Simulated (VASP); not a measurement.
All values below come from optB86b-vdW, VASP's PBE PAW potentials (set 64) (plane waves; VASP 6.6.1).

VASP input:

INCAR:
```
SYSTEM = Si
PREC = Accurate
ENCUT = 520
EDIFF = 1E-7
NELM = 100
ALGO = Normal
LREAL = .FALSE.
LASPH = .TRUE.
ISMEAR = 0
SIGMA = 0.05
GGA = MK
PARAM1 = 0.1234
PARAM2 = 1.0
LUSE_VDW = .TRUE.
AGGAC = 0.0
LWAVE = .FALSE.
LCHARG = .FALSE.
ISIF = 2
```

### KPOINTS
```
Automatic mesh
0
Gamma
8 8 8
0 0 0
```

**POSCAR**
```
Si
1
    0.0000000000     2.7001438525     2.7001438525
    2.7001438525     0.0000000000     2.7001438525
    2.7001438525     2.7001438525     0.0000000000
Si
2
Direct
  0.0000000000   0.0000000000   0.0000000000
  0.2500000000   0.2500000000   0.2500000000
```

POTCAR, in this order: Si (PBE.64 set). Program: vasp_std.

Q: Estimate the energy per atom (σ→0), pressure.

A: 
- energy per atom (σ→0) = -4.299 eV/atom
- pressure = 2.97 GPa

File OSZICAR:
```
...
DAV:   6    -0.864807800934E+01    0.11096E+00   -0.93332E-02   544   0.162E+00    0.297E+00
DAV:   7    -0.859767516628E+01    0.50403E-01   -0.19321E-01   600   0.240E+00    0.258E-01
DAV:   8    -0.859837594248E+01   -0.70078E-03   -0.54904E-03   520   0.525E-01    0.672E-02
DAV:   9    -0.859840159446E+01   -0.25652E-04   -0.22461E-04   696   0.108E-01    0.603E-02
DAV:  10    -0.859843022427E+01   -0.28630E-04   -0.63907E-05   504   0.637E-02    0.405E-02
DAV:  11    -0.859843020888E+01    0.15394E-07   -0.12497E-06   632   0.985E-03    0.541E-03
DAV:  12    -0.859843021407E+01   -0.51958E-08   -0.28932E-08   568   0.164E-03
   1 F= -.85984302E+01 E0= -.85984302E+01  d E =-.155345E-15
```

The compound is Si in the diamond structure. This cell is one point of a volume scan, at 0.97 of the reference volume.
